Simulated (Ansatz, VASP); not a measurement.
# Cross-check of Ga12Ge13O44 (amorphous 32Ga2O3-68GeO2 (mol %)) between VASP and Ansatz, part 2 of 2

Wanted: the spread between two codes on one cell, functional and k mesh. The cell is taken from a series of runs on this material, whose earlier steps may have relaxed, scaled, displaced or heated it; both programs get it as it stands.

VASP 6.6.1 and Ansatz 0.2.0.

So far. Step 3 (VASP: single point, PBE, pair 1): The run ends at a pressure of -3.59 GPa, with forces up to 0.11 eV/Å.

## (4) Side by side

Known differences besides the potentials themselves: VASP starts from the moments at which Ansatz ended; the cutoff is 420 eV in Ansatz and 600 eV in VASP (PREC = Accurate, projectors in real space); site moments are counted in spheres of each program's own size. Total energies have different zeros and are not compared.

Compared:

```tsv
quantity	Ansatz	VASP	difference
gap on the k mesh (eV)	0.429	0.427	+0.002
total moment (μB)	1.00	1.00	0.00
moment on O60 (μB)	0.36	0.35	+0.01
moment on O32 (μB)	0.31	0.32	0.00
moment on O29 (μB)	0.06	0.06	0.00
```

Forces on 7 of the 69 atoms, those with the largest forces and the largest differences (eV/Å; atoms numbered as in POSCAR):

```tsv
atom	Ansatz x, y, z	VASP x, y, z
Ge15	0.016, -0.024, 0.002	0.023, 0.002, 0.071
Ge19	0.003, -0.008, -0.005	-0.002, -0.008, 0.064
O27	-0.005, -0.003, -0.004	-0.030, -0.004, -0.053
O34	0.015, 0.013, -0.001	0.039, -0.045, 0.026
O36	0.016, 0.002, -0.016	0.068, 0.003, -0.053
O38	0.002, 0.017, -0.008	-0.018, 0.060, -0.002
O47	-0.017, 0.028, -0.028	-0.008, 0.061, -0.095
```

The forces differ by 24 meV/Å r.m.s., which is 92.7 % of the r.m.s. force of 0.025 eV/Å (both taken over all components). A gap on the mesh is an upper bound, since the band edges may lie between its points. The cell carries a charge of +1 e against a uniform background, so its pressure also hangs on how the neutralising background is counted, and in a defect's cell a gap may be the spacing between its levels.

## (5) Ansatz: single point, PBE, pair 2

A single point gives forces, pressure and levels at one fixed geometry, so differences don't come from the geometry; what else differs is listed under the comparison.

The cell is taken from a series of runs on this material, whose earlier steps may have relaxed, scaled, displaced or heated it; both programs get it as it stands.

File input.yaml:

```yaml
crystal:
  lattice:
    - [9.77983, 0.0, 0.0]
    - [0.0, 9.77983, 0.0]
    - [0.0, 0.0, 9.77983]
  atoms:
    - { symbol: Ga, position: [0.87911, 0.90479, 0.56381] }
    - { symbol: Ga, position: [0.2955, 0.64931, 0.70814] }
    - { symbol: Ga, position: [0.63009, 0.08113, 0.71326] }
    - { symbol: Ga, position: [0.58995, 0.37556, 0.80561] }
    - { symbol: Ga, position: [0.0349, 0.79639, 0.85901] }
    - { symbol: Ga, position: [0.94524, 0.58495, 0.61149] }
    - { symbol: Ga, position: [0.10253, 0.11112, 0.6638] }
    - { symbol: Ga, position: [0.31316, 0.25861, 0.82102] }
    - { symbol: Ga, position: [0.01843, 0.11368, 0.37934] }
    - { symbol: Ga, position: [0.91869, 0.34131, 0.79688] }
    - { symbol: Ga, position: [0.79192, 0.31236, 0.1526] }
    - { symbol: Ga, position: [0.76457, 0.30613, 0.48612] }
    - { symbol: Ge, position: [0.59429, 0.55393, 0.54219] }
    - { symbol: Ge, position: [0.33815, 0.59135, 0.31678] }
    - { symbol: Ge, position: [0.62321, 0.76152, 0.75233] }
    - { symbol: Ge, position: [0.81583, 0.59733, 0.30136] }
    - { symbol: Ge, position: [0.33182, 0.92484, 0.86815] }
    - { symbol: Ge, position: [0.2126, 0.39112, 0.53624] }
    - { symbol: Ge, position: [0.28152, 0.86946, 0.45814] }
    - { symbol: Ge, position: [0.77255, 0.91325, 0.22633] }
    - { symbol: Ge, position: [0.52603, 0.07395, 0.37344] }
    - { symbol: Ge, position: [0.83889, 0.59024, 0.94922] }
    - { symbol: Ge, position: [0.44994, 0.38687, 0.07996] }
    - { symbol: Ge, position: [0.27535, 0.11398, 0.15283] }
    - { symbol: Ge, position: [0.88961, 0.07944, 0.94737] }
    - { symbol: O, position: [0.59956, 0.3105, 0.14114] }
    - { symbol: O, position: [0.94851, 0.62325, 0.41663] }
    - { symbol: O, position: [0.96002, 0.71472, 0.00965] }
    - { symbol: O, position: [0.6139, 0.39005, 0.61657] }
    - { symbol: O, position: [0.46, 0.62484, 0.44632] }
    - { symbol: O, position: [0.45485, 0.92984, 0.45179] }
    - { symbol: O, position: [0.12342, 0.24043, 0.50452] }
    - { symbol: O, position: [0.70612, 0.91144, 0.66319] }
    - { symbol: O, position: [0.27433, 0.06776, 0.76459] }
    - { symbol: O, position: [0.15379, 0.5489, 0.61707] }
    - { symbol: O, position: [0.10688, 0.10161, 0.20706] }
    - { symbol: O, position: [0.85773, 0.24593, 0.32579] }
    - { symbol: O, position: [0.02205, 0.98887, 0.85948] }
    - { symbol: O, position: [0.75197, 0.42011, 0.89665] }
    - { symbol: O, position: [0.32629, 0.97409, 0.04569] }
    - { symbol: O, position: [0.43669, 0.43528, 0.9035] }
    - { symbol: O, position: [0.63046, 0.02433, 0.23569] }
    - { symbol: O, position: [0.50773, 0.90049, 0.82069] }
    - { symbol: O, position: [0.69855, 0.70323, 0.90635] }
    - { symbol: O, position: [0.79175, 0.15402, 0.80737] }
    - { symbol: O, position: [0.24918, 0.44184, 0.36459] }
    - { symbol: O, position: [0.28641, 0.81334, 0.62555] }
    - { symbol: O, position: [0.09664, 0.26121, 0.79182] }
    - { symbol: O, position: [0.72543, 0.66127, 0.61243] }
    - { symbol: O, position: [0.51639, 0.19692, 0.81062] }
    - { symbol: O, position: [0.4035, 0.54642, 0.15492] }
    - { symbol: O, position: [0.69645, 0.48219, 0.38995] }
    - { symbol: O, position: [0.49097, 0.62838, 0.70989] }
    - { symbol: O, position: [0.23348, 0.76245, 0.86969] }
    - { symbol: O, position: [0.14792, 0.98724, 0.47716] }
    - { symbol: O, position: [0.88945, 0.93895, 0.3641] }
    - { symbol: O, position: [0.81878, 0.95454, 0.05673] }
    - { symbol: O, position: [0.93122, 0.0864, 0.57539] }
    - { symbol: O, position: [0.30987, 0.26204, 0.04137] }
    - { symbol: O, position: [0.8902, 0.3891, 0.60652] }
    - { symbol: O, position: [0.97246, 0.7743, 0.67083] }
    - { symbol: O, position: [0.25266, 0.75163, 0.31816] }
    - { symbol: O, position: [0.83868, 0.50561, 0.13962] }
    - { symbol: O, position: [0.38678, 0.16138, 0.29321] }
    - { symbol: O, position: [0.91767, 0.2389, 0.02909] }
    - { symbol: O, position: [0.71821, 0.74075, 0.24552] }
    - { symbol: O, position: [0.96198, 0.53735, 0.81438] }
    - { symbol: O, position: [0.34185, 0.35438, 0.65468] }
    - { symbol: O, position: [0.63056, 0.1495, 0.50861] }
total_charge: -1
kpoints:
  mp_grid: { grid: [1, 1, 1] }
hamiltonian:
  xc: pbe
  pseudopotentials: { kind: paw, azcp: { folder: soft_1 } }
scf:
  occupations: { method: fermi_dirac, width: 0.01 }
  lower_state_search: "off"
output:
  forces: true
  stress: true
  populations: true
  dos:
    method: { smearing: { sigma: 0.15 } }
    de: 0.1
    projected: { site_lists: { Ga: [Ga], Ge: [Ge], O: [O] } }
  eigenvalues: true
  write_density: true
  write_potential: true
  volumetric_format: npy
magnetization:
  spin_polarized: true
  initial_magnetization: 1
```

Command:

```bash
$ ansatz run input.yaml --threads 4 --pin off --max-ram 8192MiB --backend cpu --events-out ev --progress --plain --runs-dir out
```

Numbers of over 12 decimals in the logs are rounded to 6 here.

The log of the run:

```text
[...]
Crystal: 69 atoms, lattice volume = 935.393 Å³
Basis set: ecut = 420 eV, 18325 PW (Γ), exchange–correlation on 144×144×144 points (8 copies of the dense FFT grid, shifted against one another)
Bands: 371, of which v1, the nominal top of the filled ones, is band 302 counted from 1 (301 counted from 0)
Symmetry: 1 space group operations
[...]
k-points: 1
[...]
Starting moments: Σ|m| = 1 μB on 69 of 69 sites
[...]
--- Löwdin populations: 69 sites ---
  site symbol       q [e]    m [muB]
     0     Ga     11.9385     0.0274
     1     Ga     11.9488     0.0383
     2     Ga     11.9498     0.0284
     3     Ga     11.9482     0.0165
     4     Ga     11.9479     0.0206
     5     Ga     11.9830     0.0185
     6     Ga     11.9761     0.0204
     7     Ga     11.9731     0.0289
[...]
65      O      6.6693     0.0090
    66      O      6.6789     0.0026
    67      O      6.6992     0.0091
    68      O      6.6574     0.0054
  spilling = 0.004618 (of n_electrons = 603.000000)
```

## (6) VASP: single point, PBE, pair 2

The same cell, functional, mesh and smearing now go to VASP, with its own data sets.

File INCAR:

```
SYSTEM = Ga12Ge13O44
PREC = Accurate
ENCUT = 600
EDIFF = 1E-06
NELM = 200
ISMEAR = -1
SIGMA = 0.01
LREAL = Auto
ALGO = Normal
GGA = PE
NELECT = 603
NBANDS = 352
ISPIN = 2
MAGMOM = 0.01 0.01 0.01 0 0 0 0 0.01 0 0 0 0 0 0 0.01 0 0.01 0 0 0 0 0 0 0 0 0 0.01 0.01 0 0 0 0 0 0.01 0 0.01 0 0 0 0.01 0.01 0 0.01 0 0 0 0 0 0 0.01 0.01 0 0 0.01 0 0 0 0 0 0 0 0.01 0 0.01 0.01 0.01 0 0.01 0
LORBIT = 11
LWAVE = .FALSE.
LCHARG = .FALSE.
ISIF = 2
LASPH = .TRUE.
GGA_COMPAT = .FALSE.
NCORE = 2
```

File POSCAR:

```
Ga12Ge13O44
1.0
    9.7798300000      0.0000000000      0.0000000000
    0.0000000000      9.7798300000      0.0000000000
    0.0000000000      0.0000000000      9.7798300000
Ga Ge O
12 13 44
Direct
    0.8791100000      0.9047900000      0.5638100000
    0.2955000000      0.6493100000      0.7081400000
    0.6300900000      0.0811300000      0.7132600000
    0.5899500000      0.3755600000      0.8056100000
    0.0349000000      0.7963900000      0.8590100000
    0.9452400000      0.5849500000      0.6114900000
    0.1025300000      0.1111200000      0.6638000000
    0.3131600000      0.2586100000      0.8210200000
    0.0184300000      0.1136800000      0.3793400000
    0.9186900000      0.3413100000      0.7968800000
    0.7919200000      0.3123600000      0.1526000000
    0.7645700000      0.3061300000      0.4861200000
    0.5942900000      0.5539300000      0.5421900000
    0.3381500000      0.5913500000      0.3167800000
    0.6232100000      0.7615200000      0.7523300000
    0.8158300000      0.5973300000      0.3013600000
    0.3318200000      0.9248400000      0.8681500000
    0.2126000000      0.3911200000      0.5362400000
    0.2815200000      0.8694600000      0.4581400000
    0.7725500000      0.9132500000      0.2263300000
    0.5260300000      0.0739500000      0.3734400000
    0.8388900000      0.5902400000      0.9492200000
    0.4499400000      0.3868700000      0.0799600000
    0.2753500000      0.1139800000      0.1528300000
    0.8896100000      0.0794400000      0.9473700000
    0.5995600000      0.3105000000      0.1411400000
    0.9485100000      0.6232500000      0.4166300000
    0.9600200000      0.7147200000      0.0096500000
    0.6139000000      0.3900500000      0.6165700000
    0.4600000000      0.6248400000      0.4463200000
    0.4548500000      0.9298400000      0.4517900000
    0.1234200000      0.2404300000      0.5045200000
    0.7061200000      0.9114400000      0.6631900000
    0.2743300000      0.0677600000      0.7645900000
    0.1537900000      0.5489000000      0.6170700000
    0.1068800000      0.1016100000      0.2070600000
    0.8577300000      0.2459300000      0.3257900000
    0.0220500000      0.9888700000      0.8594800000
    0.7519700000      0.4201100000      0.8966500000
    0.3262900000      0.9740900000      0.0456900000
    0.4366900000      0.4352800000      0.9035000000
    0.6304600000      0.0243300000      0.2356900000
    0.5077300000      0.9004900000      0.8206900000
    0.6985500000      0.7032300000      0.9063500000
    0.7917500000      0.1540200000      0.8073700000
    0.2491800000      0.4418400000      0.3645900000
    0.2864100000      0.8133400000      0.6255500000
    0.0966400000      0.2612100000      0.7918200000
    0.7254300000      0.6612700000      0.6124300000
    0.5163900000      0.1969200000      0.8106200000
    0.4035000000      0.5464200000      0.1549200000
    0.6964500000      0.4821900000      0.3899500000
    0.4909700000      0.6283800000      0.7098900000
    0.2334800000      0.7624500000      0.8696900000
    0.1479200000      0.9872400000      0.4771600000
    0.8894500000      0.9389500000      0.3641000000
    0.8187800000      0.9545400000      0.0567300000
    0.9312200000      0.0864000000      0.5753900000
    0.3098700000      0.2620400000      0.0413700000
    0.8902000000      0.3891000000      0.6065200000
    0.9724600000      0.7743000000      0.6708300000
    0.2526600000      0.7516300000      0.3181600000
    0.8386800000      0.5056100000      0.1396200000
    0.3867800000      0.1613800000      0.2932100000
    0.9176700000      0.2389000000      0.0290900000
    0.7182100000      0.7407500000      0.2455200000
    0.9619800000      0.5373500000      0.8143800000
    0.3418500000      0.3543800000      0.6546800000
    0.6305600000      0.1495000000      0.5086100000
```

File KPOINTS:

```
Automatic mesh
0
Gamma
1 1 1
0 0 0
```

PAW data sets: Ga_d, Ge_d and O (PBE family, release 64).

Command:

```bash
$ mpirun -np 8 vasp_gam
```

The log of the run:

```text
[... set-up lines as in an earlier step ...]
 entering main loop
       N       E                     dE             d eps       ncg     rms          rms(c)
DAV:   1     0.198308733168E+05    0.19831E+05   -0.22508E+05  1728   0.466E+03
DAV:   2     0.508090208486E+04   -0.14750E+05   -0.13574E+05  1408   0.139E+03
DAV:   3     0.435040252100E+03   -0.46459E+04   -0.43843E+04  1680   0.448E+02
DAV:   4    -0.390598529580E+03   -0.82564E+03   -0.79636E+03  1640   0.198E+02
DAV:   5    -0.484462106797E+03   -0.93864E+02   -0.92524E+02  2088   0.686E+01BRMIX: very serious problems
 the old and the new charge density differ
 old charge density:   602.00000 new  603.00000
    0.498E+01
DAV:   6    -0.413178418296E+03    0.71284E+02   -0.29497E+02  2392   0.927E+01    0.159E+01
DAV:   7    -0.416410480307E+03   -0.32321E+01   -0.48713E+01  1808   0.164E+01    0.106E+01
DAV:   8    -0.416035105172E+03    0.37538E+00   -0.56687E+00  1968   0.116E+01    0.335E+00
DAV:   9    -0.415853405029E+03    0.18170E+00   -0.12639E+00  1944   0.707E+00    0.115E+00
[...]
DAV:  17    -0.415889299969E+03   -0.11932E-04   -0.14193E-04  1752   0.462E-02    0.734E-03
DAV:  18    -0.415889301645E+03   -0.16765E-05   -0.26760E-05  1992   0.332E-02    0.552E-03
DAV:  19    -0.415889301813E+03   -0.16727E-06   -0.92845E-06  1448   0.144E-02
   1 F= -.41588930E+03 E0= -.41588529E+03  d E =-.801888E-02  mag=    -0.7250
```

Parts of OUTCAR (step 6):

```text
  FREE ENERGIE OF THE ION-ELECTRON SYSTEM (eV)
  ---------------------------------------------------
  free  energy   TOTEN  =      -415.8893018125 eV

  energy  without entropy=     -415.8812829338  energy(sigma->0) =     -415.88529237

 magnetization (x)
# of ion       s       p       d       tot
------------------------------------------
    1       -0.014  -0.002  -0.000  -0.016
    2       -0.016  -0.004  -0.000  -0.020
    3       -0.015  -0.001  -0.001  -0.017
    4       -0.008  -0.001  -0.000  -0.009
    5       -0.009  -0.001  -0.000  -0.010
    6       -0.010  -0.000  -0.000  -0.011
    7       -0.010  -0.001  -0.000  -0.012
    8       -0.017  -0.002  -0.000  -0.019
    9       -0.011  -0.001  -0.000  -0.012
   10       -0.010  -0.001  -0.000  -0.011
   11       -0.012  -0.001  -0.000  -0.012
   12       -0.012  -0.001  -0.000  -0.014
   13       -0.006  -0.000  -0.000  -0.006
[...]
--------------------------------------------------
tot         -0.384  -0.090  -0.008  -0.481

[... 1 part as in an earlier step ...]
```

The run ends at a pressure of 0.24 GPa, with forces up to 0.096 eV/Å.

## (7) Comparison

Both answers:

```tsv
quantity	Ansatz	VASP	difference
total moment (μB)	-0.76	-0.72	-0.03
```

Forces on 8 of the 69 atoms, those with the largest forces and the largest differences (eV/Å; atoms numbered as in POSCAR):

```tsv
atom	Ansatz x, y, z	VASP x, y, z
Ge15	0.013, -0.004, 0.017	0.020, 0.014, 0.074
Ge19	0.006, 0.004, 0.014	0.003, 0.011, 0.075
O32	0.007, 0.006, -0.001	0.047, 0.083, -0.005
O36	0.015, 0.000, -0.006	0.066, -0.001, -0.045
O47	0.001, -0.001, -0.010	-0.002, 0.034, -0.069
O58	-0.002, 0.019, 0.003	-0.049, 0.056, 0.007
O67	0.001, -0.002, 0.033	0.010, 0.033, 0.064
O68	0.019, 0.013, 0.009	0.004, 0.046, -0.046
```

The forces differ by 24 meV/Å r.m.s., which is 82.2 % of the r.m.s. force of 0.029 eV/Å (both taken over all components). Without spin-orbit coupling the overall direction of the spins is arbitrary; the signs of Ansatz's moments are turned here to match VASP's. The cell carries a charge of -1 e against a uniform background, so its pressure also hangs on how the neutralising background is counted, and in a defect's cell a gap may be the spacing between its levels.

## (8) Results

| Property | Result |
| --- | --- |
| r.m.s. force difference (single point, PBE, pair 1) | 24 meV/Å |
| r.m.s. force difference (single point, PBE, pair 2) | 24 meV/Å |

**Reading.** The r.m.s. force difference is 24 meV/Å (single point, PBE, pair 2), beyond the 12 meV/Å picked in this series as the mark of a large difference. What causes the difference of the single point, PBE, pair 1 pair stays open here. What causes the difference of the single point, PBE, pair 2 pair stays open here. Such differences can come from data sets, numerical settings and the points named under the comparisons, not from the functional's error against experiment.

[Lines on the potential files, build, host, timing and source positions are cut from VASP's logs without a mark.]

[Logs are printed without paths, hosts, clocks, repeated set-up lines and the standing remarks that a program may print on its own settings, such as how far it seeks lower states.]

[Hosts, paths, dates, database ids (printed as entryN), source tags and the programs' standing remarks are cut or masked in the printed files.]
